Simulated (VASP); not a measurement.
An input for Quantum ESPRESSO's pw.x (written as the equivalent of a VASP run, and not itself run):

```
&CONTROL
  calculation = 'scf'
  pseudo_dir = './pseudo'
  outdir = './out'
  tprnfor = .true.
  tstress = .true.
/
&SYSTEM
  ibrav = 0
  nat = 2
  ntyp = 1
  ecutwfc = 72
  occupations = 'smearing'
  smearing = 'gaussian'
  degauss = 0.00735
  input_dft = 'pbe'
/
&ELECTRONS
  conv_thr = 7.3e-08
  electron_maxstep = 100
/
ATOMIC_SPECIES
  Sn 118.710 Sn.upf
CELL_PARAMETERS angstrom
    -2.9401400    2.9401400    1.5993000
     2.9401400   -2.9401400    1.5993000
     2.9401400    2.9401400   -1.5993000
ATOMIC_POSITIONS crystal
  Sn   0.7537320  0.2532290  0.4997400
  Sn  -0.0037320 -0.0032290  0.0002600
K_POINTS automatic
  9 9 6 0 0 0
```

Write the VASP files for the same calculation (PBE).

This is not unique; one that fits is 
File POSCAR:
```
Sn
1.0
 -2.9401400000   2.9401400000   1.5993000000
  2.9401400000  -2.9401400000   1.5993000000
  2.9401400000   2.9401400000  -1.5993000000
Sn
2
Cartesian
 -0.0022433268   2.9408544540   0.8111985453
  0.0022433268  -0.0007144540  -0.0115485453
```

**INCAR**
```
SYSTEM = Sn
PREC = Accurate; ENCUT = 300; LREAL = .False.
LASPH = .True.
EDIFF = 1E-6; NELM = 100; ALGO = Normal
LMAXMIX = 4
ISMEAR = 0; SIGMA = 0.1
GGA = PE
ISIF = 2
LWAVE = .False.; LCHARG = .False.
```

**KPOINTS**
```
kpoints
0
gamma
9 9 6
0 0 0
```

POTCAR, in this order: Sn_d (PBE.64 set). Program: vasp_std.

What does not carry over: the potentials are each code's own (VASP's PAW set, PseudoDojo norm-conserving files in pw.x), so ENCUT and ecutwfc are chosen apart and not converted; conv_thr bounds pw.x's estimated SCF error, while EDIFF bounds the energy change between steps.

The structure comes from a computed database's Sn entry; how it stands against other phases isn't given here. The cell was not relaxed at this level, atoms are displaced from their ideal sites.
